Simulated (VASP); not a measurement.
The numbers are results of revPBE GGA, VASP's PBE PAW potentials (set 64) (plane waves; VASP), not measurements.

VASP input:

**KPOINTS**
```
Automatic mesh
0
Gamma
5 5 1
0 0 0
```

INCAR:
```
SYSTEM = ZnS
PREC = Accurate
ENCUT = 300
EDIFF = 1E-6
NELM = 100
ALGO = Normal
LREAL = Auto
LASPH = .TRUE.
ISMEAR = 0
SIGMA = 0.01
GGA = RE
LMAXMIX = 4
LWAVE = .FALSE.
LCHARG = .FALSE.
ISIF = 2
```

### POSCAR
```
ZnS
1
    3.8329900000     0.0000000000     0.0000000000
   -1.9164950000     3.3194660000     0.0000000000
    0.0000000000     0.0000000000    43.8878210000
Zn S
14 14
Direct
  0.6666670000   0.3333330000   0.0715000000
  0.3333330000   0.6666670000   0.5715000000
  0.0000000000   0.0000000000   0.6429000000
  0.0000000000   0.0000000000   0.1429000000
  0.3333330000   0.6666670000   0.7857000000
  0.6666670000   0.3333330000   0.2857000000
  0.0000000000   0.0000000000   0.3572000000
  0.0000000000   0.0000000000   0.8572000000
  0.6666670000   0.3333330000   0.9286000000
  0.3333330000   0.6666670000   0.4286000000
  0.3333330000   0.6666670000   0.2143000000
  0.6666670000   0.3333330000   0.7143000000
  0.3333330000   0.6666670000   0.0000000000
  0.6666670000   0.3333330000   0.5000000000
  0.3333330000   0.6666670000   0.4820000000
  0.6666670000   0.3333330000   0.9820000000
  0.3333330000   0.6666670000   0.0536000000
  0.6666670000   0.3333330000   0.5536000000
  0.6666670000   0.3333330000   0.3393000000
  0.3333330000   0.6666670000   0.8393000000
  0.0000000000   0.0000000000   0.4107000000
  0.0000000000   0.0000000000   0.9107000000
  0.6666670000   0.3333330000   0.7678000000
  0.3333330000   0.6666670000   0.2678000000
  0.0000000000   0.0000000000   0.1964000000
  0.0000000000   0.0000000000   0.6964000000
  0.6666670000   0.3333330000   0.1250000000
  0.3333330000   0.6666670000   0.6250000000
```

POTCAR, in this order: Zn S (PBE.64 set). Program: vasp_std.

Output

### OSZICAR
```
       N       E                     dE             d eps       ncg     rms          rms(c)
DAV:   1     0.185744016814E+04    0.18574E+04   -0.80547E+04  1518   0.136E+03
DAV:   2     0.219492555259E+03   -0.16379E+04   -0.15647E+04  1510   0.367E+02
DAV:   3    -0.746489544970E+02   -0.29414E+03   -0.28586E+03  1642   0.145E+02
DAV:   4    -0.930765695268E+02   -0.18428E+02   -0.18283E+02  1725   0.379E+01
DAV:   5    -0.934756310819E+02   -0.39906E+00   -0.39783E+00  1764   0.570E+00    0.279E+01
DAV:   6    -0.874199207120E+02    0.60557E+01   -0.11440E+01  2197   0.395E+01    0.209E+01
DAV:   7    -0.885324071346E+02   -0.11125E+01   -0.24883E+01  1724   0.103E+01    0.683E+00
DAV:   8    -0.877647274868E+02    0.76768E+00   -0.23765E+00  1860   0.737E+00    0.311E+00
DAV:   9    -0.876896796968E+02    0.75048E-01   -0.93975E-01  1852   0.370E+00    0.108E+00
DAV:  10    -0.876896260409E+02    0.53656E-04   -0.38254E-02  1804   0.178E+00    0.823E-01
DAV:  11    -0.876902036516E+02   -0.57761E-03   -0.54234E-03  1732   0.232E-01    0.815E-01
DAV:  12    -0.876976685713E+02   -0.74649E-02   -0.23666E-02  2092   0.114E+00    0.521E-01
DAV:  13    -0.877001806071E+02   -0.25120E-02   -0.12502E-02  1596   0.441E-01    0.798E-01
DAV:  14    -0.876951083062E+02    0.50723E-02   -0.58586E-03  2036   0.647E-01    0.529E-01
DAV:  15    -0.876949991180E+02    0.10919E-03   -0.15855E-03  1748   0.114E-01    0.457E-01
DAV:  16    -0.876948701224E+02    0.12900E-03   -0.51703E-05  2164   0.435E-02    0.416E-01
DAV:  17    -0.876940810556E+02    0.78907E-03   -0.49723E-04  2148   0.173E-01    0.290E-01
DAV:  18    -0.876934128185E+02    0.66824E-03   -0.12763E-03  1948   0.221E-01    0.112E-01
DAV:  19    -0.876934233781E+02   -0.10560E-04   -0.46046E-04  1748   0.530E-02    0.774E-02
DAV:  20    -0.876934198737E+02    0.35043E-05   -0.74470E-06  1596   0.904E-03    0.740E-02
DAV:  21    -0.876934138326E+02    0.60412E-05   -0.52846E-07   948   0.113E-02    0.752E-02
DAV:  22    -0.876933399716E+02    0.73861E-04   -0.11391E-04  2084   0.878E-02    0.397E-02
DAV:  23    -0.876933347061E+02    0.52655E-05   -0.59309E-05  1948   0.257E-02    0.228E-02
DAV:  24    -0.876933343185E+02    0.38763E-06   -0.42885E-06  1220   0.610E-03
   1 F= -.87693334E+02 E0= -.87693334E+02  d E =-.105657E-30
```

### OUTCAR
```
------------------------ aborting loop because EDIFF is reached ----------------------------------------
  FORCE on cell =-STRESS in cart. coord.  units (eV):
  Direction    XX          YY          ZZ          XY          YZ          ZX
  --------------------------------------------------------------------------------------
  Total        9.3445447      9.3445407      8.7262866      0.0000000      0.0000000      0.0000000
  in kB       26.8113573     26.8113458     25.0374518      0.0000000      0.0000000      0.0000000
  external PRESSURE =      26.2200517 kB  Pullay stress =       0.0000000 kB
  volume of cell :      558.41
      direct lattice vectors                 reciprocal lattice vectors
     3.832990000  0.000000000  0.000000000     0.260892932  0.150626637  0.000000000
    -1.916495000  3.319466000  0.000000000     0.000000000  0.301253274  0.000000000
     0.000000000  0.000000000 43.887821000     0.000000000  0.000000000  0.022785365
  FREE ENERGIE OF THE ION-ELECTRON SYSTEM (eV)
  ---------------------------------------------------
  free  energy   TOTEN  =       -87.6933343185 eV

  energy  without entropy=      -87.6933343185  energy(sigma->0) =      -87.69333432
```
(Selected blocks of OUTCAR.)

At this cut-off the stress carries a Pulay error, which pulls relaxed volumes low.

The structure comes from a computed database's ZnS entry; how it stands against other phases isn't given here. The cell was not relaxed at this level.
